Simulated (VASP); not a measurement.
Input for VASP

### KPOINTS
```
kpoints
0
G
10 10 10
0 0 0
```

POSCAR:
```
AlAs
2.83790
  0.0000000000   1.0000000000   1.0000000000
  1.0000000000   0.0000000000   1.0000000000
  1.0000000000   1.0000000000   0.0000000000
Al As
1 1
direct
 -0.0037670000   0.0014650000  -0.0019770000
  0.7537670000   0.7485350000   0.7519770000
```

INCAR:
```
SYSTEM=AlAs
PREC=Accurate; ENCUT=300; LREAL=.FALSE.
LASPH=.TRUE.
EDIFF=1E-6; NELM=100; ALGO=Normal
LMAXMIX=4
ISMEAR=0; SIGMA=0.05
GGA=PE
ISIF=2
LWAVE=.FALSE.; LCHARG=.FALSE.
```

POTCAR, in this order: Al As (PBE.64 set). Program: vasp_std.

**Question.** Write an equivalent input for Quantum ESPRESSO's pw.x.

**Answer.** One equivalent input (not run):
```
&CONTROL
  calculation = 'scf'
  pseudo_dir = './pseudo'
  outdir = './out'
  tprnfor = .true.
  tstress = .true.
/
&SYSTEM
  ibrav = 0
  nat = 2
  ntyp = 2
  ecutwfc = 84
  occupations = 'smearing'
  smearing = 'gaussian'
  degauss = 0.003675
  input_dft = 'pbe'
/
&ELECTRONS
  conv_thr = 7.3e-08
  electron_maxstep = 100
/
ATOMIC_SPECIES
  Al 26.982 Al.upf
  As 74.922 As.upf
CELL_PARAMETERS angstrom
     0.0000000    2.8379000    2.8379000
     2.8379000    0.0000000    2.8379000
     2.8379000    2.8379000    0.0000000
ATOMIC_POSITIONS crystal
  Al  -0.0037670  0.0014650 -0.0019770
  As   0.7537670  0.7485350  0.7519770
K_POINTS automatic
  10 10 10 0 0 0
```
Limits of the translation: the potentials are each code's own (VASP's PAW set, PseudoDojo norm-conserving files in pw.x), so ENCUT and ecutwfc are chosen apart and not converted; conv_thr bounds pw.x's estimated SCF error, while EDIFF bounds the energy change between steps.

The structure comes from a computed database's AlAs entry; how it stands against other phases isn't given here. The cell was not relaxed at this level, atoms are displaced from their ideal sites.
